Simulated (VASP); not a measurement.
Given:

```xyz
6
Lattice="1.5010 -2.5997 0.0000 1.5010 2.5997 0.0000 0.0000 0.0000 11.2852" Properties=species:S:1:pos:R:3 pbc="T T T"
W      1.5010     0.8666     2.8213
W      1.5010    -0.8666     8.4639
Se     1.5010     0.8666    10.1700
Se     1.5010    -0.8666     4.5274
Se     1.5010    -0.8666     1.1152
Se     1.5010     0.8666     6.7578
```

The numbers are results of PBEsol GGA, VASP's PBE PAW potentials (set 64) (plane waves; VASP 6.6.1), not measurements. Settings: 500 eV cut-off, 12×12×3 Γ-centred mesh, first-order Methfessel-Paxton smearing of 0.10 eV, potentials W_sv Se.

Without a dispersion term in the relaxation, distances and binding between the weakly bound layers, chains or molecules are unreliable, and so is what depends on them.

Q: The ions, cell shape and volume at an external pressure of 45.0 GPa are relaxed. Give the cell that the relaxation ends in.

A: 
```xyz
6
Lattice="1.5005 -2.5989 0.0000 1.5005 2.5989 0.0000 0.0000 0.0000 11.3109" Properties=species:S:1:pos:R:3 pbc="T T T"
W      1.5005     0.8663     2.8277
W      1.5005    -0.8663     8.4831
Se     1.5005     0.8663    10.1903
Se     1.5005    -0.8663     4.5348
Se     1.5005    -0.8663     1.1206
Se     1.5005     0.8663     6.7760
```
Space group P6_3/mmc (194), at a tolerance of 0.03 Å.

Q: How do energy and volume change from the first to the last step?

A: The energy (σ→0) changes by -6.7 meV/atom and the volume by +0.2 %, in 5 ionic steps.

| step | E(σ→0) (eV) | max force (eV/Å) | pressure (GPa) | volume (Å³) |
|---|---|---|---|---|
| 1 | -43.3822 | 0.042 | 45.35 | 88.07 |
| 2 | -43.4982 | 0.085 | 43.82 | 88.49 |
| 3 | -43.4305 | 0.060 | 44.74 | 88.24 |
| 4 | -43.4156 | 0.041 | 45.26 | 88.19 |
| 5 | -43.4226 | 0.004 | 45.03 | 88.21 |

The compound is WSe2 in the 2H layered structure. This run relaxes it under an external pressure of 45 GPa. Symmetry was kept, so distortions that lower it aren't found.
